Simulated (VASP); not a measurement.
Output of a VASP run:

OUTCAR:
```
 ion  position               nearest neighbor table
   1  0.000  0.000  0.000-
   2  0.500  0.500  0.500-   3 2.94   4 2.94   5 2.94   5 2.94   3 2.94   4 2.94
   3  0.500  0.000  0.500-   2 2.94   2 2.94
   4  0.000  0.500  0.500-   2 2.94   2 2.94
   5  0.500  0.500  0.000-   2 2.94   2 2.94
  LATTYP: Found a simple cubic cell.
 ALAT       =     5.8843120846
 Subroutine PRICEL returns:
 Original cell was already a primitive cell.
 Subroutine GETGRP returns: Found 48 space group operations
The static configuration has the point symmetry O_h .
The dynamic configuration has the point symmetry O_h .
 Subroutine INISYM returns: Found 48 space group operations
 Subroutine IBZKPT returns following result:
 Found     10 irreducible k-points:

 Following reciprocal coordinates:
            Coordinates               Weight
  0.000000  0.000000  0.000000      1.000000
  0.200000  0.000000  0.000000      6.000000
  0.400000  0.000000  0.000000      6.000000
  0.200000  0.200000  0.000000     12.000000
  0.400000  0.200000  0.000000     24.000000
  0.400000  0.400000  0.000000     12.000000
  0.200000  0.200000  0.200000      8.000000
  0.400000  0.200000  0.200000     24.000000
  0.400000  0.400000  0.200000     24.000000
  0.400000  0.400000  0.400000      8.000000
   k-points           NKPTS =     10   k-points in BZ     NKDIM =     10   number of bands    NBANDS=     26
   number of dos      NEDOS =    301   number of ions     NIONS =      5
   total plane-waves  NPLWV = 110592
   dimension x,y,z NGX =    48 NGY =   48 NGZ =   48
   dimension x,y,z NGXF=    96 NGYF=   96 NGZF=   96
   ions per type =               1   1   3
   PREC   = accura    normal or accurate (medium, high low for compatibility)
   ISTART =      0    job   : 0-new  1-cont  2-samecut
   ICHARG =      2    charge: 1-file 2-atom 10-const
   ISPIN  =      1    spin polarized calculation?
   LNONCOLLINEAR =      F non collinear calculations
   LSORBIT =      F    spin-orbit coupling
   INIWAV =      1    electr: 0-lowe 1-rand  2-diag
   ENCUT  =  500.0 eV  36.75 Ry    6.06 a.u.  10.73 10.73 10.73*2*pi/ulx,y,z
   NELM   =    100;   NELMIN=  2; NELMDL= -5     # of ELM steps
   EDIFF  = 0.1E-05   stopping-criterion for ELM
   LREAL  =      F    real-space projection
   NLSPLINE    = F    spline interpolate recip. space projectors
   LMAXMIX     =    4 max onsite mixed and CHGCAR
   VOSKOWN=      0    Vosko Wilk Nusair interpolation
   EDIFFG = -.2E-01   stopping-criterion for IOM
   NSW    =     40    number of steps for IOM
   NBLOCK =      1;   KBLOCK =     40    inner block; outer block
   IBRION =      2    ionic relax: 0-MD 1-quasi-New 2-CG
   NFREE  =      1    steps in history (QN), initial steepest desc. (CG)
   ISIF   =      3    stress and relaxation
   ISYM   =      2    0-nonsym 1-usesym 2-fastsym
   TEIN   =    0.0    initial temperature
   TEBEG  =    0.0;   TEEND  =   0.0 temperature during run
   SMASS  =  -3.00    Nose mass-parameter (am)
   PSTRESS=   50.0 pullay stress
   NELECT =      44.0000    total number of electrons
   EFERMI =   0.00;   METHOD = LEGACY
   ISMEAR =     1;   SIGMA  =   0.10  broadening in eV -4-tet -1-fermi 0-gaus
   IALGO  =     38    algorithm
   LDIAG  =      T    sub-space diagonalisation (order eigenvalues)
   IMIX   =      4    mixing-type and parameters
     AMIX     =   0.40;   BMIX     =  1.00
     AMIX_MAG =   1.60;   BMIX_MAG =  1.00
     AMIN     =   0.10
   GGA     = PE    functional components
   VOSKOWN =     0    Vosko Wilk Nusair interpolation
   LHFCALC =     F    Hartree Fock is set to
   LHFONE  =     F    Hartree Fock one center treatment
   AEXX    =    0.0000 exact exchange contribution
   IVDW    =     0    specifies the selected vdW correction
   LEPSILON=     F    determine dielectric tensor
   LRPA    =     F    only Hartree local field effects (RPA)
  energy-cutoff  :      500.00
  volume of cell :      203.75
      direct lattice vectors                 reciprocal lattice vectors
...
```

### OSZICAR
```
       N       E                     dE             d eps       ncg     rms          rms(c)
DAV:   1     0.369996536840E+03    0.37000E+03   -0.18256E+04   520   0.154E+03
DAV:   2     0.372800907267E+02   -0.33272E+03   -0.32610E+03   590   0.329E+02
DAV:   3    -0.116052244075E+02   -0.48885E+02   -0.48632E+02   622   0.131E+02
DAV:   4    -0.136099272553E+02   -0.20047E+01   -0.20007E+01   654   0.299E+01
DAV:   5    -0.136630905262E+02   -0.53163E-01   -0.53153E-01   848   0.487E+00    0.641E+00
DAV:   6    -0.135510209334E+02    0.11207E+00   -0.23461E-01   708   0.282E+00    0.419E+00
DAV:   7    -0.135495602313E+02    0.14607E-02   -0.24149E-01   702   0.223E+00    0.628E-01
DAV:   8    -0.135471668940E+02    0.23933E-02   -0.38690E-02   670   0.131E+00    0.314E-01
DAV:   9    -0.135474993604E+02   -0.33247E-03   -0.16714E-03   686   0.225E-01    0.169E-01
DAV:  10    -0.135478215702E+02   -0.32221E-03   -0.12333E-03   660   0.261E-01    0.549E-02
DAV:  11    -0.135478467709E+02   -0.25201E-04   -0.28870E-04   696   0.126E-01    0.111E-02
DAV:  12    -0.135478535753E+02   -0.68044E-05   -0.39215E-05   648   0.464E-02    0.192E-02
DAV:  13    -0.135478528308E+02    0.74447E-06   -0.19944E-06   578   0.919E-03
   1 F= -.71894723E+01 E0= -.71895960E+01  d E =-.718947E+01
       N       E                     dE             d eps       ncg     rms          rms(c)
DAV:   1    -0.135256322269E+02    0.22221E-01   -0.17116E+00   654   0.122E+01    0.161E+00
DAV:   2    -0.134640416960E+02    0.61591E-01   -0.10850E-01   664   0.331E+00    0.668E-01
DAV:   3    -0.134477546431E+02    0.16287E-01   -0.44022E-02   710   0.177E+00    0.248E-01
DAV:   4    -0.134471402136E+02    0.61443E-03   -0.16050E-03   618   0.273E-01    0.216E-01
DAV:   5    -0.134469477120E+02    0.19250E-03   -0.44290E-04   752   0.173E-01    0.403E-02
DAV:   6    -0.134469466158E+02    0.10962E-05   -0.59822E-05   654   0.763E-02    0.684E-03
DAV:   7    -0.134469462510E+02    0.36485E-06   -0.48606E-06   618   0.125E-02
   2 F= -.71925586E+01 E0= -.71926823E+01  d E =-.308634E-02
       N       E                     dE             d eps       ncg     rms          rms(c)
DAV:   1    -0.134784923531E+02   -0.31546E-01   -0.11024E-01   652   0.316E+00    0.402E-01
DAV:   2    -0.134745922955E+02    0.39001E-02   -0.68153E-03   644   0.823E-01    0.170E-01
DAV:   3    -0.134735364715E+02    0.10558E-02   -0.28692E-03   702   0.454E-01    0.615E-02
DAV:   4    -0.134734907673E+02    0.45704E-04   -0.99792E-05   618   0.687E-02    0.557E-02
DAV:   5    -0.134734690698E+02    0.21697E-04   -0.28610E-05   776   0.440E-02    0.115E-02
DAV:   6    -0.134734677974E+02    0.12724E-05   -0.45461E-06   536   0.213E-02    0.200E-03
DAV:   7    -0.134734679325E+02   -0.13515E-06   -0.27910E-07   322   0.392E-03
   3 F= -.71929375E+01 E0= -.71930612E+01  d E =-.346525E-02
```

OUTCAR:
```
------------------------ aborting loop because EDIFF is reached ----------------------------------------
  FORCE on cell =-STRESS in cart. coord.  units (eV):
  Direction    XX          YY          ZZ          XY          YZ          ZX
  --------------------------------------------------------------------------------------
  Total        6.2779220      6.2779220      6.2779220      0.0000000      0.0000000     -0.0000000
  in kB       49.9792341     49.9792341     49.9792341      0.0000000      0.0000000     -0.0000000
  external PRESSURE =      -0.0207659 kB  Pullay stress =      50.0000000 kB
  volume of cell :      201.25
      direct lattice vectors                 reciprocal lattice vectors
     5.860198135 -0.000000000  0.000000000     0.170642694 -0.000000000 -0.000000000
     0.000000000  5.860198135 -0.000000000     0.000000000  0.170642694 -0.000000000
     0.000000000  0.000000000  5.860198135     0.000000000  0.000000000  0.170642694
 POSITION                                       TOTAL-FORCE (eV/Angst)
 -----------------------------------------------------------------------------------
      0.00000      0.00000      0.00000        -0.000000      0.000000      0.000000
      2.93010      2.93010      2.93010         0.000000      0.000000      0.000000
      2.93010     -0.00000      2.93010        -0.000000      0.000000      0.000000
      0.00000      2.93010      2.93010        -0.000000      0.000000      0.000000
      2.93010      2.93010     -0.00000        -0.000000      0.000000      0.000000
 -----------------------------------------------------------------------------------
    total drift:                                0.000000     -0.000000     -0.000000
  FREE ENERGIE OF THE ION-ELECTRON SYSTEM (eV)
  ---------------------------------------------------
  free  energy   TOTEN  =       -13.4734679325 eV

  energy  without entropy=      -13.4738390130  energy(sigma->0) =      -13.47359163
  enthalpy is  TOTEN    =        -7.1929375397 eV   P V=        6.2805303928

 reached required accuracy - stopping structural energy minimisation
```
(Selected blocks of OUTCAR.)

**POSCAR**
```
CsSnI3
1
    5.8843120846    -0.0000000000    -0.0000000000
   -0.0000000000     5.8843120846     0.0000000000
   -0.0000000000     0.0000000000     5.8843120846
Cs Sn I
1 1 3
Direct
  0.0000000000   0.0000000000   0.0000000000
  0.5000000000   0.5000000000   0.5000000000
  0.5000000000   0.0000000000   0.5000000000
  0.0000000000   0.5000000000   0.5000000000
  0.5000000000   0.5000000000   0.0000000000
```

### Question
Reconstruct the remaining input files.

### Answer
Several could match; the one computed here: the input of the run itself, PBE GGA, plane waves, VASP's PBE PAW potentials (set 64).

**KPOINTS**
```
Regular mesh
0
Gamma
  5 5 5
0 0 0
```

### INCAR
```
SYSTEM = CsSnI3
PREC = Accurate
ENCUT = 500
EDIFF = 1E-6
NELM = 100
ALGO = Normal
LREAL = .FALSE.
LASPH = .TRUE.
ISMEAR = 1
SIGMA = 0.1
GGA = PE
LMAXMIX = 4
LWAVE = .FALSE.
LCHARG = .FALSE.
IBRION = 2
ISIF = 3
NSW = 40
EDIFFG = -0.02
PSTRESS = 50
```

POTCAR, in this order: Cs_sv Sn_d I (PBE.64 set). Program: vasp_std.

The compound is CsSnI3 in the cubic perovskite structure, the ideal cubic form; the compound distorts at low or room temperature. This run relaxes it under an external pressure of 5 GPa. Symmetry was kept, so distortions that lower it aren't found.
